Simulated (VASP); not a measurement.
```
CuSc3C
1.0
    4.54986     0.00000     0.00000
    0.00000     4.54986     0.00000
    0.00000     0.00000     4.54986
Cu C Sc
1 1 3
Direct
  0.00000   0.00000   0.00000
  0.50000   0.50000   0.50000
  0.00000   0.50000   0.50000
  0.50000   0.50000   0.00000
  0.50000   0.00000   0.50000
```

The base run (VASP): PBE GGA, plane waves, VASP's PBE PAW potentials (set 64). Numerical set-up: 520 eV cut-off, 5×5×5 Γ-centred mesh, Gaussian smearing of 0.050 eV, potentials Cu C Sc_sv.

One setting is varied; ΔE counts from the base run. The base run took about 30 core-seconds. The timings are rough (shared machines, no repeats); factors under 2 mean little.

Pressures at a finite cut-off, here 520 eV, hold a Pulay part, which wasn't tested here.

```
setting                            cost over the base run  electronic steps  ΔE (meV/atom)  pressure (GPa)
---------------------------------  ----------------------  ----------------  -------------  --------------
KPOINTS 2×2×2 Monkhorst-Pack mesh               about 1/3                17           21.5           -4.05
KPOINTS 4×4×4 Monkhorst-Pack mesh    within a factor of 2                17           -0.6           -3.76
KPOINTS 6×6×6 Monkhorst-Pack mesh    within a factor of 2                16           -3.6           -3.77
base run                                        reference                17            0.0           -3.68
KPOINTS 7×7×7 Monkhorst-Pack mesh    within a factor of 2                16           -1.3           -3.82
```

Left out are runs that failed, have no time on record or changed the cell.

The structure was generated: Sc3CuC was put into the cubic-perovskite type (Pm-3m), which need not be its known phase. The cell was not relaxed at this level.
